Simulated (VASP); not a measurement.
## WS (relaxed from the NiAs type structure, space group P6_3/mmc): computed properties

Computed with PBE GGA, VASP's PBE PAW potentials (set 64) (plane waves; VASP).

* **space group**: P6_3/mmc (194)
* **cell**: a = b = 3.146 Å, c = 6.788 Å, α = β = 90.00°, γ = 120.00°
* **volume per atom**: 14.54 Å³/atom
* **band gap (over mesh and band path)**: none (metal, semimetal or under 0.01 eV)
* **density**: 12.33 g/cm³

WS is modelled in the hexagonal space group P6₃/mmc (No. 194), the NiAs type structure, Pearson symbol hP4. Lattice parameters: a = 3.146 Å, b = 3.146 Å, c = 6.788 Å, α = 90.00°, β = 90.00°, γ = 120.00°. W on 2a sees 6 S at 2.486 Å (octahedral). S on 2c has 6 W at 2.486 Å (trigonal prismatic). (Neighbours: up to the widest gap in distance over summed covalent radii, below 1.35, at either atom; cation-cation and far metal-metal contacts left out.)

Unless said otherwise, spin-orbit coupling is left out, though it shifts the bands of the heavy elements here.

The structure was generated: WS was put into the NiAs type type (P6_3/mmc), which need not be its known phase. It was relaxed first, which changed the volume by -37 %. Symmetry was kept, so distortions that lower it aren't found.
